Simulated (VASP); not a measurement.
# What goes wrong when AlCo is relaxed with a bad input

Some relaxations of AlCo get a fault in the input on purpose. Which of them show, and how? The starting structure is a computed structure from the Materials Project. The first relaxation on each setting starts from this cell expanded by 3 % in volume.

Method: Kohn-Sham DFT with plane waves and PAW; PBEsol, in VASP 6.6.1.

## 1. Starting point

The structure is cubic, space group Pm-3m (No. 221). The conventional cell has a = 2.819 Å, b = 2.819 Å, c = 2.819 Å, α = 90.00°, β = 90.00°, γ = 90.00°. Co has 8 Al at 2.44 Å nearest. Al has 8 Co at 2.44 Å nearest. Farther neighbours are not listed.

As a file:

```cif
data_structure
_symmetry_space_group_name_H-M 'P 1'
_symmetry_Int_Tables_number 1
_cell_length_a 2.8194
_cell_length_b 2.8194
_cell_length_c 2.8194
_cell_angle_alpha 90.000
_cell_angle_beta 90.000
_cell_angle_gamma 90.000
_cell_volume 22.41
loop_
_atom_site_label
_atom_site_type_symbol
_atom_site_fract_x
_atom_site_fract_y
_atom_site_fract_z
_atom_site_occupancy
Co1 Co 0.50000 0.50000 0.50000 1
Al2 Al 0.00000 0.00000 0.00000 1
```

## 2. Reference relaxation

INCAR reads:

```
SYSTEM = AlCo
PREC = Accurate
ENCUT = 450
EDIFF = 1E-06
NELM = 100
ISMEAR = 1
SIGMA = 0.15
LREAL = .FALSE.
ALGO = Normal
GGA = PS
NBANDS = 13
ISPIN = 2
MAGMOM = 2 0
LMAXMIX = 4
LORBIT = 11
LWAVE = .FALSE.
LCHARG = .FALSE.
KPAR = 4
IBRION = 2
NSW = 50
ISIF = 3
EDIFFG = -0.006
```

POSCAR reads:

```
AlCo
1.0
    2.8473199088      0.0000000000      0.0000000000
    0.0000000000      2.8473199088      0.0000000000
    0.0000000000      0.0000000000      2.8473199088
Co Al
1 1
Direct
    0.5000000000      0.5000000000      0.5000000000
    0.0000000000      0.0000000000      0.0000000000
```

KPOINTS reads:

```
Automatic mesh
0
Gamma
16 16 16
0 0 0
```

The projector-augmented-wave data sets are Co and Al (PBE family, release 64).

Launch:

```sh
$ mpirun -np 4 vasp_std
```

Log:

```text
[banner, memory and clock lines left out]
running    4 mpi-ranks, on    1 nodes
 distrk:  each k-point on    1 cores,    4 groups
 distr:  one band on    1 cores,    1 groups

 POSCAR found type information on POSCAR CoAl
 POSCAR found :  2 types and       2 ions
|                                                                             |
|               ----> ADVICE to this user running VASP <----                  |
|                                                                             |
|     You enforced a specific xc type in the INCAR file but a different       |
|     [... a line on the potential file left out ...]
|     I HOPE YOU KNOW WHAT YOU ARE DOING!                                     |
|                                                                             |

 LDA part: xc-table for (Slater+PW92), standard interpolation
 POSCAR, INCAR and KPOINTS ok, starting setup
 FFT: planning ... GRIDC
 FFT: planning ... GRID_SOFT
 FFT: planning ... GRID
 WAVECAR not read
 entering main loop
       N       E                     dE             d eps       ncg     rms          rms(c)
DAV:   1     0.320229587274E+02    0.32023E+02   -0.47316E+03  8761   0.865E+02
DAV:   2    -0.131077504425E+02   -0.45131E+02   -0.41239E+02  9045   0.162E+02
DAV:   3    -0.145160343032E+02   -0.14083E+01   -0.13938E+01 10416   0.332E+01
DAV:   4    -0.145370897380E+02   -0.21055E-01   -0.21048E-01 10067   0.372E+00
DAV:   5    -0.145378015482E+02   -0.71181E-03   -0.71179E-03 10634   0.729E-01    0.141E+01
DAV:   6    -0.175517411520E+02   -0.30139E+01   -0.57307E+01  9850   0.101E+02    0.180E+01
DAV:   7    -0.130886242510E+02    0.44631E+01   -0.29445E+01 10035   0.644E+01    0.246E+00
DAV:   8    -0.130813974859E+02    0.72268E-02   -0.22614E-01 10286   0.365E+00    0.140E+00
DAV:   9    -0.130675433691E+02    0.13854E-01   -0.60033E-02 10498   0.213E+00    0.661E-01
DAV:  10    -0.130672030884E+02    0.34028E-03   -0.11882E-03 10063   0.352E-01    0.203E-01
DAV:  11    -0.130671293843E+02    0.73704E-04   -0.18163E-04 11517   0.140E-01    0.108E-01
DAV:  12    -0.130671226360E+02    0.67483E-05   -0.61882E-05 11054   0.773E-02    0.365E-02
DAV:  13    -0.130671244825E+02   -0.18465E-05   -0.88598E-06  9974   0.239E-02    0.856E-03
DAV:  14    -0.130671240942E+02    0.38832E-06   -0.74973E-07  5315   0.973E-03
   1 F= -.13067124E+02 E0= -.13067573E+02  d E =-.130671E+02  mag=     0.0004
 curvature:   0.00 expect dE= 0.000E+00 dE for cont linesearch  0.000E+00
 trial: gam= 0.00000 g(F)=  0.000E+00 g(S)=  0.338E-01 ort = 0.000E+00 (trialstep = 0.100E+01)
 search vector abs. value=  0.338E-01
 bond charge predicted
       N       E                     dE             d eps       ncg     rms          rms(c)
DAV:   1    -0.135468338379E+02   -0.47971E+00   -0.55865E+00  9565   0.346E+01    0.627E+00
DAV:   2    -0.141976765568E+02   -0.65084E+00   -0.15497E+01  9915   0.505E+01    0.830E+00
DAV:   3    -0.130811613314E+02    0.11165E+01   -0.74240E+00  9895   0.333E+01    0.104E+00
DAV:   4    -0.130723961837E+02    0.87651E-02   -0.35788E-02  9747   0.143E+00    0.560E-01
DAV:   5    -0.130684390991E+02    0.39571E-02   -0.10139E-02 13097   0.943E-01    0.108E-01
DAV:   6    -0.130684275155E+02    0.11584E-04   -0.23066E-04 10285   0.188E-01    0.414E-02
DAV:   7    -0.130684265888E+02    0.92670E-06   -0.55318E-06 11064   0.181E-02
   2 F= -.13068427E+02 E0= -.13068864E+02  d E =-.130249E-02  mag=     0.0000
 trial-energy change:   -0.001302  1 .order    0.000703   -0.033789    0.035194
 step:   0.5332(harm=  0.4898)  dis= 0.00000  next Energy=   -13.076437 (dE=-0.931E-02)
 bond charge predicted
       N       E                     dE             d eps       ncg     rms          rms(c)
DAV:   1    -0.131820107844E+02   -0.11358E+00   -0.12531E+00  9445   0.167E+01    0.288E+00
DAV:   2    -0.133369689394E+02   -0.15496E+00   -0.36736E+00 10100   0.238E+01    0.400E+00
DAV:   3    -0.130791503365E+02    0.25782E+00   -0.14654E+00  9880   0.157E+01    0.472E-01
DAV:   4    -0.130765966889E+02    0.25536E-02   -0.58420E-03  9300   0.659E-01    0.172E-01
DAV:   5    -0.130762495511E+02    0.34714E-03   -0.10304E-03 13327   0.295E-01    0.302E-02
DAV:   6    -0.130762555328E+02   -0.59817E-05   -0.23731E-05  9686   0.545E-02    0.645E-03
DAV:   7    -0.130762547174E+02    0.81540E-06   -0.10156E-06  5925   0.145E-02
   3 F= -.13076255E+02 E0= -.13076707E+02  d E =-.913062E-02  mag=     0.0000
 curvature:  -0.24 expect dE=-0.250E-07 dE for cont linesearch -0.250E-07
 trial: gam= 0.00000 g(F)=  0.278E-65 g(S)=  0.103E-06 ort =-0.589E-04 (trialstep = 0.907E+00)
 search vector abs. value=  0.103E-06
 reached required accuracy - stopping structural energy minimisation
```

The job ended after 14 s (4 MPI ranks of Intel Xeon 6975P-C (Granite Rapids), shared host; peak memory 0.71 GiB; 52 s of CPU time).

The logs omit lines about the potential files and the build; timing stands in the text.

From OUTCAR (step 2):

```text
ion  position               nearest neighbor table
   1  0.500  0.500  0.500-   2 2.47   2 2.47   2 2.47   2 2.47   2 2.47   2 2.47   2 2.47   2 2.47

  LATTYP: Found a simple cubic cell.
 ALAT       =     2.8473199088

 Subroutine GETGRP returns: Found 48 space group operations
 (whereof 48 operations were pure point group operations)

The static configuration has the point symmetry O_h .

 Found    165 irreducible k-points:

   k-points           NKPTS =    165   k-points in BZ     NKDIM =    165   number of bands    NBANDS=     13

   dimension x,y,z NGX =    20 NGY =   20 NGZ =   20
   dimension x,y,z NGXF=    40 NGYF=   40 NGZF=   40

   ENCUT  =  450.0 eV  33.07 Ry    5.75 a.u.   4.92  4.92  4.92*2*pi/ulx,y,z

   NELECT =      12.0000    total number of electrons

 k-points in reciprocal lattice and weights: Automatic mesh
   0.00000000  0.00000000  0.00000000       0.000
   0.06250000  0.00000000  0.00000000       0.001
   0.12500000  0.00000000  0.00000000       0.001
   0.18750000  0.00000000  0.00000000       0.001
   0.25000000  0.00000000  0.00000000       0.001
   0.31250000  0.00000000  0.00000000       0.001
   0.37500000  0.00000000  0.00000000       0.001
   0.43750000  0.00000000  0.00000000       0.001
   0.50000000  0.00000000  0.00000000       0.001
[...]
0.50000000  0.50000000  0.43750000       0.001
   0.50000000  0.50000000  0.50000000       0.000

 average (electrostatic) potential at core
       1 -77.2632       2 -68.5067

 E-fermi :  10.8517

 spin component 1
 k-point     1 :       0.0000    0.0000    0.0000
  band No.  band energies     occupation
    ...
      2       7.7180      1.00000
      3       7.7180      1.00000
      4      10.0008      1.00000
      5      10.0008      1.00000
      6      10.0008      1.00000
      7      16.9539      0.00000
      8      16.9539      0.00000
      9      16.9539      0.00000
     10      19.7133      0.00000
     11      19.7133      0.00000
    ...

 k-point     2 :       0.0625    0.0000    0.0000
  band No.  band energies     occupation
    ...
      2       7.7123      1.00000
      3       7.7395      1.00000
      4       9.9586      1.00000
      5       9.9586      1.00000
      6      10.0053      1.00000
      7      16.1937      0.00000
      8      17.0601      0.00000
      9      17.0601      0.00000
     10      19.7013      0.00000
     11      20.4225      0.00000
    ...

 k-point     3 :       0.1250    0.0000    0.0000
  band No.  band energies     occupation
    ...
      2       7.6792      1.00000
      3       7.8013      1.00000
      4       9.8428      1.00000
      5       9.8428      1.00000
      6      10.0180      1.00000
      7      14.8448      0.00000
      8      17.3685      0.00000
      9      17.3685      0.00000
     10      19.6658      0.00000
     11      21.6004      0.00000
    ...

 k-point     4 :       0.1875    0.0000    0.0000
  band No.  band energies     occupation
    ...
      2       7.5669      1.00000
      3       7.8959      1.00000
      4       9.6799      1.00000
      5       9.6799      1.00000
      6      10.0370      1.00000
      7      13.5203     -0.00000
      8      17.8538      0.00000
      9      17.8538      0.00000
     10      19.6085      0.00000
     11      22.6471      0.00000
    ...

 k-point     5 :       0.2500    0.0000    0.0000
  band No.  band energies     occupation
    ...
      2       7.2864      1.00000
      3       8.0110      1.00000
      4       9.5012      1.00000
      5       9.5012      1.00000
      6      10.0596      1.00000
      7      12.4212     -0.00000
      8      18.4864      0.00000
      9      18.4864      0.00000
     10      19.5340      0.00000
     11      23.5048      0.00000
    ...

 k-point     6 :       0.3125    0.0000    0.0000
  band No.  band energies     occupation
    ...
      2       6.7481      1.00000
      3       8.1302      1.00000
      4       9.3346      1.00000
      5       9.3346      1.00000
      6      10.0823      1.00000
      7      11.6614     -0.00000
      8      19.2391      0.00000
      9      19.2391      0.00000
     10      19.4508      0.00000
     11      24.2587      0.00000
    ...

  Total        0.0011913      0.0011913      0.0011913      0.0000000     -0.0000000      0.0000000
  in kB        0.0849059      0.0849059      0.0849059      0.0000000     -0.0000000      0.0000000
  external PRESSURE =       0.0849059 kB  Pullay stress =       0.0000000 kB

  energy-cutoff  :      450.00
  volume of cell :       22.48
      direct lattice vectors                 reciprocal lattice vectors
     2.822295004  0.000000000  0.000000000     0.354321571 -0.000000000  0.000000000
     0.000000000  2.822295004  0.000000000    -0.000000000  0.354321571  0.000000000
    -0.000000000 -0.000000000  2.822295004    -0.000000000 -0.000000000  0.354321571

 POSITION                                       TOTAL-FORCE (eV/Angst)
 -----------------------------------------------------------------------------------
      1.41115      1.41115      1.41115         0.000000      0.000000      0.000000
      0.00000      0.00000      0.00000        -0.000000     -0.000000      0.000000
 -----------------------------------------------------------------------------------
    total drift:                               -0.000000      0.000000     -0.000000

  FREE ENERGIE OF THE ION-ELECTRON SYSTEM (eV)
  ---------------------------------------------------
  free  energy   TOTEN  =       -13.0762547174 eV

  energy  without entropy=      -13.0776126205  energy(sigma->0) =      -13.07670735

 reached required accuracy - stopping structural energy minimisation

 total charge
# of ion       s       p       d       tot
------------------------------------------
    1        0.447   0.533   7.533   8.513
    2        0.397   0.441   0.000   0.838
--------------------------------------------------
tot          0.844   0.974   7.533   9.351

 magnetization (x)
# of ion       s       p       d       tot
------------------------------------------
    1        0.000   0.000   0.000   0.000
    2       -0.000  -0.000   0.000  -0.000
--------------------------------------------------
tot          0.000  -0.000   0.000   0.000

[... 3 further parts left out ...]
```

The moments of the start collapse, so the state is non-magnetic; other starts or orders were not tried. The PAW data sets were made with PBE, which is usual practice but a small mismatch for other functionals. The run keeps the 48 symmetry operations of its start, so it cannot find a distortion of lower symmetry.

The reference relaxation ends at 11.240 Å³ an atom.

## 3. Relaxation with too few ionic steps

A slip made on purpose: too few ionic steps. Against step 2 the input has NSW = 2 (also changed: NELM).

Edit INCAR of step 2 so:

```diff
@@ -4,3 +4,3 @@
 EDIFF = 1E-06
-NELM = 100
+NELM = 60
 ISMEAR = 1
@@ -19,3 +19,3 @@
 IBRION = 2
-NSW = 50
+NSW = 2
 ISIF = 3
```

POSCAR is that of step 2.

KPOINTS is that of step 2.

Launch:

```sh
$ mpirun -np 4 vasp_std
```

Log:

```text
[banner, memory and clock lines left out]
running    4 mpi-ranks, on    1 nodes
[...]
[... a notice as in an earlier step ...]

 LDA part: xc-table for (Slater+PW92), standard interpolation
 POSCAR, INCAR and KPOINTS ok, starting setup
[...]
entering main loop
       N       E                     dE             d eps       ncg     rms          rms(c)
[... 14 cycles as in an earlier step ...]
   1 F= -.13067124E+02 E0= -.13067573E+02  d E =-.130671E+02  mag=     0.0004
[...]
N       E                     dE             d eps       ncg     rms          rms(c)
[... 7 cycles as in an earlier step ...]
   2 F= -.13068427E+02 E0= -.13068864E+02  d E =-.130249E-02  mag=     0.0000
 trial-energy change:   -0.001302  1 .order    0.000703   -0.033789    0.035194
 step:   0.5332(harm=  0.4898)  dis= 0.00000  next Energy=   -13.076437 (dE=-0.931E-02)
```

It took 10 s on 4 MPI ranks; peak memory 0.68 GiB.

From OUTCAR (step 3):

```text
  Total        0.7117443      0.7117443      0.7117443      0.0000000      0.0000000     -0.0000000
  in kB       51.9253906     51.9253906     51.9253906      0.0000000      0.0000000     -0.0000000
  external PRESSURE =      51.9253906 kB  Pullay stress =       0.0000000 kB

 POSITION                                       TOTAL-FORCE (eV/Angst)
 -----------------------------------------------------------------------------------
      1.40019      1.40019      1.40019         0.000000      0.000000      0.000000
      0.00000      0.00000      0.00000        -0.000000     -0.000000      0.000000
 -----------------------------------------------------------------------------------
    total drift:                               -0.000000      0.000000     -0.000000

  FREE ENERGIE OF THE ION-ELECTRON SYSTEM (eV)
  ---------------------------------------------------
  free  energy   TOTEN  =       -13.0684265888 eV

  energy  without entropy=      -13.0697395849  energy(sigma->0) =      -13.06886425

 magnetization (x)
# of ion       s       p       d       tot
------------------------------------------
    1        0.000  -0.000   0.000   0.000
    2       -0.000  -0.000   0.000  -0.000
--------------------------------------------------
tot          0.000  -0.000   0.000   0.000

[... 1 part as in an earlier step ...]

[... 2 further parts left out ...]
[key lines of the parts left out:]
E-fermi :  11.1755
```

The relaxation used up its 2 ionic steps (NSW) before forces and stress met EDIFFG.

## 4. Relaxation with a leftover external pressure of 100 kbar

A slip made on purpose: a leftover external pressure of 100 kbar. Against step 2 the input has PSTRESS = 100 (also changed: NELM).

Edit INCAR of step 3 so:

```diff
@@ -19,4 +19,5 @@
 IBRION = 2
-NSW = 2
+NSW = 50
 ISIF = 3
 EDIFFG = -0.006
+PSTRESS = 100
```

POSCAR is that of step 3.

KPOINTS is that of step 3.

Launch:

```sh
$ mpirun -np 4 vasp_std
```

Log:

```text
[... set-up lines as in an earlier step ...]
 entering main loop
       N       E                     dE             d eps       ncg     rms          rms(c)
[... 14 cycles as in an earlier step ...]
   1 F= -.11626342E+02 E0= -.11626791E+02  d E =-.116263E+02  mag=     0.0004
[...]
2 F= -.11584486E+02 E0= -.11584691E+02  d E =0.418564E-01  mag=    -0.0000
[...]
3 F= -.11705807E+02 E0= -.11706216E+02  d E =-.794645E-01  mag=    -0.0000
[...]
4 F= -.11705832E+02 E0= -.11706239E+02  d E =-.794899E-01  mag=     0.0000
[...]
reached required accuracy - stopping structural energy minimisation
```

It took 17 s on 4 MPI ranks; peak memory 0.69 GiB.

From OUTCAR (step 4):

```text
  Total        1.3486279      1.3486279      1.3486279     -0.0000000      0.0000000     -0.0000000
  in kB      100.6780845    100.6780845    100.6780845     -0.0000000      0.0000000     -0.0000000
  external PRESSURE =       0.6780845 kB  Pullay stress =     100.0000000 kB

 POSITION                                       TOTAL-FORCE (eV/Angst)
 -----------------------------------------------------------------------------------
      1.38950      1.38950      1.38950         0.000000      0.000000      0.000000
      0.00000      0.00000      0.00000        -0.000000     -0.000000      0.000000
 -----------------------------------------------------------------------------------
    total drift:                               -0.000000      0.000000     -0.000000

  FREE ENERGIE OF THE ION-ELECTRON SYSTEM (eV)
  ---------------------------------------------------
  free  energy   TOTEN  =       -13.0453768918 eV

  energy  without entropy=      -13.0465978235  energy(sigma->0) =      -13.04578387

 magnetization (x)
# of ion       s       p       d       tot
------------------------------------------
    1       -0.000  -0.000  -0.000  -0.000
    2        0.000   0.000   0.000   0.000
--------------------------------------------------
tot         -0.000  -0.000  -0.000  -0.000

[... 2 parts as in an earlier step ...]

[... 2 further parts left out ...]
[key lines of the parts left out:]
E-fermi :  11.5025
```

With a leftover external pressure of 100 kbar the cell ends at 10.731 Å³ an atom, -4.53 % from the reference.

## 5. Relaxation with a cutoff far too low

A slip made on purpose: a cutoff far too low. Against step 2 the input has PREC = Normal and ENCUT = 150 (also changed: NELM).

Edit INCAR of step 4 so:

```diff
@@ -1,4 +1,4 @@
 SYSTEM = AlCo
-PREC = Accurate
-ENCUT = 450
+PREC = Normal
+ENCUT = 150
 EDIFF = 1E-06
@@ -22,2 +22 @@
 EDIFFG = -0.006
-PSTRESS = 100
```

POSCAR is that of step 4.

KPOINTS is that of step 4.

Launch:

```sh
$ mpirun -np 4 vasp_std
```

Log:

```text
[... set-up lines as in an earlier step ...]
 entering main loop
       N       E                     dE             d eps       ncg     rms          rms(c)
DAV:   1     0.201896682165E+01    0.20190E+01   -0.25495E+03  9970   0.304E+02
DAV:   2    -0.140130179269E+02   -0.16032E+02   -0.15079E+02 10145   0.736E+01
DAV:   3    -0.141462198887E+02   -0.13320E+00   -0.13299E+00  9455   0.627E+00
DAV:   4    -0.141463173910E+02   -0.97502E-04   -0.97501E-04  9950   0.201E-01
[...]
DAV:  12    -0.862033062876E+01    0.59623E-04   -0.49104E-05  9355   0.396E-02    0.340E-02
DAV:  13    -0.862032847507E+01    0.21537E-05   -0.19881E-05  9525   0.227E-02    0.104E-02
DAV:  14    -0.862032925005E+01   -0.77498E-06   -0.14142E-06  5176   0.810E-03
   1 F= -.86203293E+01 E0= -.86204897E+01  d E =-.862033E+01  mag=     0.0001
[...]
-----------------------------------------------------------------------------
|                                                                             |
|     EEEEEEE  RRRRRR   RRRRRR   OOOOOOO  RRRRRR      ###     ###     ###     |
[...]
|     E        R   R    R   R    O     O  R   R                               |
|     E        R    R   R    R   O     O  R    R      ###     ###     ###     |
|     EEEEEEE  R     R  R     R  OOOOOOO  R     R     ###     ###     ###     |
|                                                                             |
|     Orbital orthonormalization failed in the inversion of matrix            |
|     LAPACK: Routine ZPOTRF failed! kpoint: 1 spin: 1                        |
|                                                                             |
|     Possible solutions for this issue are:                                  |
|     - Please check whether the atoms are too close to each other.           |
|     - Decreasing POTIM might help during relaxations or MDs.                |
|     - Deleting CHGCAR or WAVECAR if incompatible with the structure.        |
|     - Try calculating without symmetrizing (ISYM = 0 or ISYM = -1).         |
|     - As last resort: using a different PAW for some of the atoms.          |
|                                                                             |
|       ---->  I REFUSE TO CONTINUE WITH THIS SICK JOB ... BYE!!! <----       |
|                                                                             |
 -----------------------------------------------------------------------------

1
1
1
1
```

It took 5.6 s on 4 MPI ranks.

VASP stopped with this message: “Orbital orthonormalization failed in the inversion of matrix LAPACK: Routine ZPOTRF failed! kpoint: 1 spin: 1”.

[end of part 1 of 2]

[Lines on the potential files, build, host, timing and source positions are cut from VASP's logs without a mark.]

[Logs are printed without paths, hosts, clocks, repeated set-up lines and the standing remarks that a program may print on its own settings, such as how far it seeks lower states.]

[Hosts, paths, dates, database ids (printed as entryN), source tags and the programs' standing remarks are cut or masked in the printed files.]
